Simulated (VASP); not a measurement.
Computed with PBE GGA, VASP's PBE PAW potentials (set 64) (plane waves; VASP).

VASP input:

INCAR:
```
ALGO = Normal
EDIFF = 1E-6
EDIFFG = -0.02
ENCUT = 620
GGA = PE
IBRION = 2
ISIF = 3
ISMEAR = 0
LASPH = .True.
LCHARG = .False.
LMAXMIX = 4
LREAL = .False.
LWAVE = .False.
NELM = 100
NSW = 40
PREC = Accurate
SIGMA = 0.05
SYSTEM = ZnO
```

**KPOINTS**
```
kpoints
0
gamma
 8 8 4
```

**POSCAR**
```
ZnO
1
    1.6429897518    -2.8457421785    -0.0000000000
    1.6429897518     2.8457421785     0.0000000000
    0.0000000000    -0.0000000000     5.3047318335
Zn O
2 2
Direct
  0.6666670000   0.3333330000   0.5012495157
  0.3333330000   0.6666670000   0.0012495157
  0.6666670000   0.3333330000   0.8807504843
  0.3333330000   0.6666670000   0.3807504843
```

POTCAR, in this order: Zn O (PBE.64 set). Program: vasp_std.

Output

OUTCAR:
```
 ion  position               nearest neighbor table
   1  0.667  0.333  0.501-   4 2.00   4 2.00   4 2.00   3 2.01
   2  0.333  0.667  0.001-   3 2.00   3 2.00   3 2.00   4 2.01
   3  0.667  0.333  0.881-   2 2.00   2 2.00   2 2.00   1 2.01
   4  0.333  0.667  0.381-   1 2.00   1 2.00   1 2.00   2 2.01
  LATTYP: Found a hexagonal cell.
 ALAT       =     3.2859798951
 C/A-ratio  =     1.6143531010
 Subroutine PRICEL returns:
 Original cell was already a primitive cell.
 Subroutine GETGRP returns: Found 12 space group operations
The static configuration has the point symmetry C_3v.
 The point group associated with its full space group is C_6v.
The dynamic configuration has the point symmetry C_3v.
 Subroutine INISYM returns: Found 12 space group operations
 Subroutine IBZKPT returns following result:
 Found     30 irreducible k-points:

 Following reciprocal coordinates:
            Coordinates               Weight
  0.000000  0.000000  0.000000      1.000000
  0.125000 -0.000000  0.000000      6.000000
  0.250000 -0.000000  0.000000      6.000000
  0.375000 -0.000000  0.000000      6.000000
  0.500000 -0.000000  0.000000      3.000000
  0.125000  0.125000  0.000000      6.000000
  0.250000  0.125000  0.000000     12.000000
  0.375000  0.125000  0.000000     12.000000
  0.250000  0.250000  0.000000      6.000000
  0.375000  0.250000  0.000000      6.000000
  0.000000  0.000000  0.250000      2.000000
  0.125000 -0.000000  0.250000     12.000000
  0.250000 -0.000000  0.250000     12.000000
  0.375000 -0.000000  0.250000     12.000000
  0.500000 -0.000000  0.250000      6.000000
  0.125000  0.125000  0.250000     12.000000
  0.250000  0.125000  0.250000     24.000000
  0.375000  0.125000  0.250000     24.000000
  0.250000  0.250000  0.250000     12.000000
  0.375000  0.250000  0.250000     12.000000
...
```

OSZICAR:
```
       N       E                     dE             d eps       ncg     rms          rms(c)
DAV:   1     0.306422494343E+03    0.30642E+03   -0.20875E+04  1336   0.266E+03
DAV:   2     0.136551530655E+02   -0.29277E+03   -0.28072E+03  1410   0.469E+02
DAV:   3    -0.203608868552E+02   -0.34016E+02   -0.33733E+02  1548   0.164E+02
DAV:   4    -0.211040769576E+02   -0.74319E+00   -0.74212E+00  1458   0.259E+01
DAV:   5    -0.211099562207E+02   -0.58793E-02   -0.58790E-02  1512   0.221E+00    0.143E+01
DAV:   6    -0.177423965048E+02    0.33676E+01   -0.12152E+01  2330   0.744E+01    0.866E+00
DAV:   7    -0.179016568162E+02   -0.15926E+00   -0.26303E+00  1452   0.198E+01    0.520E+00
DAV:   8    -0.179271347837E+02   -0.25478E-01   -0.84028E-01  1990   0.918E+00    0.181E+00
DAV:   9    -0.178625339736E+02    0.64601E-01   -0.18914E-01  2054   0.793E+00    0.341E-01
DAV:  10    -0.178663340842E+02   -0.38001E-02   -0.57767E-02  1338   0.175E+00    0.154E-01
DAV:  11    -0.178662955061E+02    0.38578E-04   -0.16381E-03  1884   0.560E-01    0.368E-02
DAV:  12    -0.178663534622E+02   -0.57956E-04   -0.17641E-04  1900   0.268E-01    0.360E-02
DAV:  13    -0.178663467776E+02    0.66846E-05   -0.45702E-05  1728   0.138E-01    0.123E-02
DAV:  14    -0.178663475713E+02   -0.79368E-06   -0.16487E-05  1452   0.441E-02    0.488E-03
DAV:  15    -0.178663470017E+02    0.56957E-06   -0.16006E-06   906   0.152E-02
   1 F= -.17866347E+02 E0= -.17866347E+02  d E =-.178663E+02
```

File OUTCAR:
```
------------------------ aborting loop because EDIFF is reached ----------------------------------------
  FORCE on cell =-STRESS in cart. coord.  units (eV):
  Direction    XX          YY          ZZ          XY          YZ          ZX
  --------------------------------------------------------------------------------------
  Total       -0.0105961     -0.0105961     -0.0736931      0.0000000     -0.0000000      0.0000000
  in kB       -0.3422412     -0.3422413     -2.3802002      0.0000000     -0.0000000      0.0000000
  external PRESSURE =      -1.0215609 kB  Pullay stress =       0.0000000 kB
  volume of cell :       49.60
      direct lattice vectors                 reciprocal lattice vectors
     1.642989752 -2.845742179  0.000000000     0.304323262 -0.175701089  0.000000000
     1.642989752  2.845742179  0.000000000     0.304323262  0.175701089  0.000000000
     0.000000000  0.000000000  5.304731833     0.000000000  0.000000000  0.188510943
  FREE ENERGIE OF THE ION-ELECTRON SYSTEM (eV)
  ---------------------------------------------------
  free  energy   TOTEN  =       -17.8663470017 eV

  energy  without entropy=      -17.8663470017  energy(sigma->0) =      -17.86634700

 reached required accuracy - stopping structural energy minimisation
```
(Selected blocks of OUTCAR.)

**OUTCAR**
```
 val. band max:        0.8415570358   @ k =   0.0000   0.0000   0.0000

 cond. band min:       1.5609788679   @ k =   0.0000   0.0000   0.0000


 Fermi energy:         1.1051235777

 k-point     1 :       0.0000    0.0000    0.0000
  band No.  band energies     occupation
      1     -16.9299      2.00000
      2     -16.2722      2.00000
      3      -4.6713      2.00000
      4      -4.6713      2.00000
      5      -4.6265      2.00000
      6      -4.4940      2.00000
      7      -4.4927      2.00000
      8      -4.4927      2.00000
      9      -3.6043      2.00000
     10      -3.6043      2.00000
     11      -3.4135      2.00000
     12      -3.4135      2.00000
     13      -3.1461      2.00000
     14       0.0993      2.00000
     15       0.0993      2.00000
     16       0.7621      2.00000
     17       0.8416      2.00000
     18       0.8416      2.00000
     19       1.5610      0.00000
     20       5.9100      0.00000
     21       8.8896      0.00000
     22      13.5400      0.00000

 k-point     2 :       0.1250   -0.0000    0.0000
  band No.  band energies     occupation
      1     -16.8518      2.00000
      2     -16.2377      2.00000
      3      -4.7510      2.00000
      4      -4.6256      2.00000
      5      -4.5821      2.00000
      6      -4.4996      2.00000
      7      -4.4270      2.00000
      8      -4.3753      2.00000
      9      -3.6360      2.00000
     10      -3.6073      2.00000
     11      -3.4070      2.00000
     12      -3.3397      2.00000
     13      -3.1642      2.00000
     14      -0.4404      2.00000
     15      -0.0949      2.00000
     16       0.0346      2.00000
     17       0.6646      2.00000
     18       0.7364      2.00000
     19       2.5717      0.00000
     20       6.5117      0.00000
     21       8.8945      0.00000
     22      12.1743      0.00000

 k-point     3 :       0.2500   -0.0000    0.0000
  band No.  band energies     occupation
      1     -16.6509      2.00000
...
```

The compound is ZnO in the wurtzite structure. It was relaxed first.
